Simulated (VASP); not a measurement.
AlCl:

```
Al Cl
1.0
     0.00000    2.84863    2.84863
     2.84863    0.00000    2.84863
     2.84863    2.84863    0.00000
Al Cl
1 1
Direct
  0.50000 0.50000 0.50000
  0.00000 0.00000 0.00000
```

The cell was built by a generator and needn't be a form met in nature.

| Quantity | Value |
| --- | --- |
| Program | VASP 6.6.1 |
| Task | relaxation of cell and atoms |
| Functional | r2SCAN |
| Potentials or basis | VASP PAW PBE potentials, release 64 (Al, Cl) |
| Cutoff | 600 eV |
| k mesh | 8 × 8 × 8 |
| Occupations | fermi-dirac, width 0.05 eV |
| Spin | no spin polarisation |

At the start: pressure 5.9 GPa; volume 23.12 Å³/atom.

Where does the relaxation end?

Over 4 steps the energy falls by 81.3 meV/atom and the volume is 28.22 Å³/atom (+22.1 %); space group Fm-3m (No. 225, to 0.05 Å).

The path:
| step | energy change (eV) | largest force (eV/Å) | pressure (GPa) | volume (Å³) |
| --- | --- | --- | --- | --- |
| 1 | 0.0000 | 0.0000 | 5.89 | 46.23 |
| 2 | -0.1373 | 0.0000 | 1.99 | 52.15 |
| 3 | -0.1623 | 0.0000 | 0.18 | 56.03 |
| 4 | -0.1626 | 0.0000 | 0.03 | 56.45 |

Final structure:
```
CELL_PARAMETERS angstrom
0.00000 3.04463 3.04463
3.04463 0.00000 3.04463
3.04463 3.04463 0.00000
ATOMIC_POSITIONS crystal
Al 0.50000 0.50000 0.50000
Cl 0.00000 0.00000 0.00000
```

Caveat: the volume moved by over 15 % at a fixed basis, so the end points are rough; the PAW data sets were made with another functional, which shifts forces and pressure a little.
